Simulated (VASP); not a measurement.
Input:

```yaml
crystal:
  lattice:
    - [2.92974, 0.00000, 0.00000]
    - [0.00000, 2.92974, 0.00000]
    - [0.00000, 0.00000, 2.92974]
  atoms:
    - { symbol: Si, position: [0.50000, 0.50000, 0.50000] }
    - { symbol: Rh, position: [0.00000, 0.00000, 0.00000] }
```

Calculation: LDA (Ceperley-Alder, Perdew-Zunger), VASP's LDA PAW potentials (set 64) (plane waves; VASP). Settings: 400 eV cut-off, 14×14×14 Γ-centred mesh, tetrahedra with Blöchl corrections, potentials Si Rh_pv.

### Question
Predict the energy per atom (σ→0), band gap (on the k-mesh) with the smallest direct gap where there is one.

### Answer

```
Property                                                     Value
------------------------  ----------------------------------------
band gap (on the k-mesh)  none (metal, semimetal or under 0.01 eV)
energy per atom (σ→0)                               -7.926 eV/atom
```

The absolute energy has meaning only against runs of the same code, potentials and settings.

The structure comes from a computed database's SiRh entry (Pm-3m); how it stands against other phases isn't given here. It was relaxed first, which changed the volume by -5 %. The electron count is odd and the run is not spin-polarised, which forces a metal.
